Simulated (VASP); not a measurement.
Set up this calculation in VASP 6.6.1, as the native input.

| Property | Result |
| --- | --- |
| Task | relaxation of cell and atoms |
| Functional | PBE |
| Dispersion | D3(BJ) |
| Potentials or basis | VASP PAW PBE potentials, release 64 (Te, Mo_sv) |
| Cutoff | 600 eV |
| k mesh | 9 × 9 × 2 |
| Occupations | gaussian, width 0.03 eV |
| Spin | no spin polarisation |
| Further INCAR settings | ALGO = Normal; EDIFF = 1e-07; IBRION = 2; EDIFFG = -0.005; NSW = 90; ISIF = 3 |

The structure of Te2Mo lies in POSCAR:

```
Te2Mo                                   
1.0
    3.4956861320      0.0000000000      0.0000000000
   -1.7478430660      3.0273529983      0.0000000000
    0.0000000000     -0.0000000000     13.6948503991
  Te              Mo            
     4     2
Direct
     0.3333333300000021    0.6666666699999979    0.6172431572878241
     0.6666666699999979    0.3333333300000021    0.1172431572878242
     0.3333333300000021    0.6666666699999979    0.8827568427121759
     0.6666666699999979    0.3333333300000021    0.3827568427121757
     0.3333333300000021    0.6666666699999979    0.2500000000000000
     0.6666666699999979    0.3333333300000021    0.7500000000000000
```

These files were run (other wordings do the same):

INCAR

```
SYSTEM = Te2Mo
PREC     = Accurate       ! precision mode
ENCUT    = 600            ! plane-wave cutoff, eV
EDIFF    = 1E-7           ! SCF threshold, eV
ISMEAR   = 0              ! smearing method
SIGMA    = 0.03           ! smearing width, eV
LREAL    = .FALSE.        ! projectors in reciprocal space
LASPH    = .TRUE.         ! aspherical terms in the spheres
NELM     = 80             ! most SCF steps
ALGO     = Normal         ! electronic algorithm
ISIF     = 3              ! what is computed and relaxed
LWAVE    = .FALSE.        ! write WAVECAR
LCHARG   = .FALSE.        ! write CHGCAR
GGA      = PE             ! functional
IVDW     = 12             ! dispersion correction
IBRION   = 2              ! ionic algorithm
NSW      = 90             ! ionic steps
EDIFFG   = -0.005         ! ionic threshold
KPAR     = 2
```

KPOINTS

```
regular mesh
0
G
  9 9 2
  0 0 0
```

Potentials or basis: VASP PAW PBE potentials, release 64 (Te, Mo_sv).

Run with:

```console
$ cat potpaw_PBE.64/Te/POTCAR potpaw_PBE.64/Mo_sv/POTCAR > POTCAR
$ mpirun -np 2 vasp_std > vasp.out
```

It gave:

The pressure after relaxing is 0.0 GPa. The largest force after relaxing is 0.003 eV/Å. The band gap on the k mesh is 0.67 eV, indirect (least direct gap 1.03 eV) and the dispersion energy per atom is -0.554 eV.

Caveat: the relaxation stopped at its first step, so nothing moved; spin-orbit coupling is left out, which moves the levels of the heavy elements; an odd mesh through Γ misses points on the zone boundary, where band edges often lie.

Run time: 56 s on 2 MPI ranks on Intel(R) Xeon(R) Platinum 8559C (Emerald Rapids) (shared host), peak memory 0.33 GiB a rank.
